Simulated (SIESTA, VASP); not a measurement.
The input files of a VASP run:

**KPOINTS**
```
kpoints
0
G
  11 11 11
0 0 0
```

### INCAR
```
EDIFFG  =  -0.01
LWAVE  =  F
IBRION  =  2   # conjugate gradients
ISMEAR  =  -1   # Fermi-Dirac
LREAL  =  F   # projection in real space or not
NELM  =  100
ISIF  =  3
GGA  =  PE
ALGO  =  Normal   # blocked Davidson
PREC  =  Accurate
LMAXMIX  =  4   # l cut-off of mixed one-centre charges
SIGMA  =  0.136
NSW  =  50
EDIFF  =  1E-6   # SCF stop (eV)
LASPH  =  T
LCHARG  =  F
SYSTEM  =  NiSi2
ENCUT  =  300   # plane-wave cut-off (eV)
```

### POSCAR
```
NiSi2
1.0
  0.0000000000   2.7050000000   2.7050000000
  2.7050000000   0.0000000000   2.7050000000
  2.7050000000   2.7050000000   0.0000000000
Si Ni
2 1
Cartesian
  1.3525000000   1.3525000000   1.3525000000
  4.0575000000   4.0575000000   4.0575000000
  0.0000000000   0.0000000000   0.0000000000
```

POTCAR, in this order: Si Ni (PBE.64 set). Program: vasp_std.

Translate it to SIESTA.

One input that does it (GGA PBE, numerical atomic orbitals DZP, PseudoDojo PBE standard norm-conserving potentials (rewritten from UPF to PSML)):
```
# files in the folder: Si.psml Ni.psml (PseudoDojo PBE standard)
SystemName  NiSi2
SystemLabel NiSi2

NumberOfAtoms                3
NumberOfSpecies              2
%block ChemicalSpeciesLabel
  1 14 Si
  2 28 Ni
%endblock ChemicalSpeciesLabel
LatticeConstant              1.0 Ang
%block LatticeVectors
     0.000000000    2.705000000    2.705000000
     2.705000000    0.000000000    2.705000000
     2.705000000    2.705000000    0.000000000
%endblock LatticeVectors
AtomicCoordinatesFormat      Bohr
%block AtomicCoordinatesAndAtomicSpecies
     2.555854584    2.555854584    2.555854584  1
     7.667563751    7.667563751    7.667563751  1
     0.000000000    0.000000000    0.000000000  2
%endblock AtomicCoordinatesAndAtomicSpecies

XC.functional                GGA
XC.authors                   PBE
PAO.BasisSize                DZP
PAO.EnergyShift              0.01 Ry
MeshCutoff                   400 Ry
%block kgrid.MonkhorstPack
   11   0   0  0.0
    0  11   0  0.0
    0   0  11  0.0
%endblock kgrid.MonkhorstPack
OccupationFunction           FD
ElectronicTemperature        136.0 meV

MaxSCFIterations             150
SCF.Mixer.Method             Broyden
SCF.Mixer.Weight             0.25
SCF.Mixer.History            8
SCF.DM.Tolerance             1.0E-04
Diag.ParallelOverK           true
MD.TypeOfRun                 FIRE
MD.Steps                     40
MD.MaxForceTol               0.02 eV/Ang
MD.VariableCell              true
MD.MaxStressTol              0.05 GPa
WriteForces                  true
Charge.Mulliken              end
```
The two runs describe the same crystal, functional and task. Each code takes its own potentials, basis and convergence tests.

The structure is a typed NiSi2 crystal (Fm-3m).
